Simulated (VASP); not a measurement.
Consider the following.

```yaml
crystal:
  lattice:
    - [0.00000, 2.24187, 2.24187]
    - [2.24187, 0.00000, 2.24187]
    - [2.24187, 2.24187, 0.00000]
  atoms:
    - { symbol: Ta, position: [0.00000, 0.00000, 0.00000] }
    - { symbol: C, position: [0.50000, 0.50000, 0.50000] }
```

The numbers are results of optB88-vdW, VASP's PBE PAW potentials (set 64) (plane waves; VASP), not measurements. Numerical set-up: 520 eV cut-off, 16×16×16 Γ-centred mesh, tetrahedra with Blöchl corrections, potentials Ta_pv C.

Unless said otherwise, spin-orbit coupling is left out, though it shifts the bands of the heavy elements here.

Q: Estimate the energy per atom (σ→0), band gap (on the k-mesh) with the smallest direct gap where there is one.

A: 
| Item | Result |
|---|---|
| band gap (on the k-mesh) | none (metal, semimetal or under 0.01 eV) |
| energy per atom (σ→0) | -9.133 eV/atom |

The compound is TaC in the rock salt structure. It was relaxed first. The electron count is odd and the run is not spin-polarised, which forces a metal.
